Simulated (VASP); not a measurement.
Crystal: HPbNO4.

```
H Pb N O
1.0
     3.85404    0.14384    0.09012
    -0.25320    5.52698    0.16471
    -0.48197   -1.92720    5.72025
H Pb N O
1 1 1 4
Cartesian
  -0.0083 2.5983 3.2335
  2.1473 2.6778 1.0046
  2.8237 3.6046 5.7249
  -0.4057 -0.9417 5.0623
  2.7256 -0.0852 0.8025
  -0.5912 2.3982 5.1009
  0.1280 2.5704 2.2622
```

The cell was built by a generator and needn't be a form met in nature.

| Quantity | Value |
| --- | --- |
| Program | VASP 6.6.1 |
| Task | relaxation of cell and atoms |
| Functional | BLYP |
| Potentials or basis | VASP PAW PBE potentials, release 64 (H, Pb_d, N, O) |
| Cutoff | 600 eV |
| k mesh | 7 × 5 × 5 |
| Occupations | fermi-dirac, width 0.05 eV |
| Spin | no spin polarisation |

At the start: pressure 2.4 GPa; volume 17.65 Å³/atom.

Task: How do energy, volume and symmetry change on relaxing?

Result: Over 22 steps the energy falls by 4.7 meV/atom and the volume is 18.27 Å³/atom (+3.5 %); space group P1 (No. 1, to 0.05 Å).

Step by step:
```
step  energy change (eV)  largest force (eV/Å)  pressure (GPa)  volume (Å³)
   1              0.0000                0.8976            2.43       123.55
   2              0.1512                2.5011           -4.05       128.39
   3             -0.0247                0.1872            0.44       124.80
   4             -0.0247                0.1613            0.48       124.77
   5             -0.0283                0.2457            0.31       125.79
   6             -0.0283                0.2286            0.32       125.75
   7             -0.0305                0.0919            0.14       126.42
   8             -0.0308                0.1065            0.07       126.67
   9             -0.0308                0.1090            0.06       126.71
  10             -0.0312                0.0963            0.06       126.87
  11             -0.0316                0.0893            0.06       127.05
  12             -0.0316                0.2114            0.07       127.41
  13             -0.0317                0.1553            0.06       127.25
  14             -0.0320                0.1217            0.05       127.35
  15             -0.0323                0.0659            0.02       127.53
  16             -0.0325                0.0722           -0.04       127.89
  17             -0.0325                0.0458           -0.02       127.80
  18             -0.0326                0.0281           -0.01       127.82
  19             -0.0326                0.0204            0.00       127.84
  20             -0.0326                0.0542            0.02       127.88
  21             -0.0326                0.0316            0.00       127.85
  22             -0.0327                0.0150            0.00       127.87
```

Final structure:
```yaml
crystal:
  lattice:
    - [3.90705, 0.14618, 0.09283]
    - [-0.25621, 5.60134, 0.17496]
    - [-0.48608, -1.94362, 5.75918]
  atoms:
    - { symbol: H, position: [0.11043, 0.65672, 0.54446] }
    - { symbol: Pb, position: [0.60808, 0.52166, 0.15257] }
    - { symbol: N, position: [0.91635, 0.96256, 0.95809] }
    - { symbol: O, position: [0.01449, 0.13597, 0.88008] }
    - { symbol: O, position: [0.72364, 0.01046, 0.12823] }
    - { symbol: O, position: [0.00457, 0.73776, 0.87012] }
    - { symbol: O, position: [0.11863, 0.59346, 0.37711] }
```

Caveat: the standard files for N, O and F lose accuracy on very short bonds; the PAW data sets were made with another functional, which shifts forces and pressure a little.
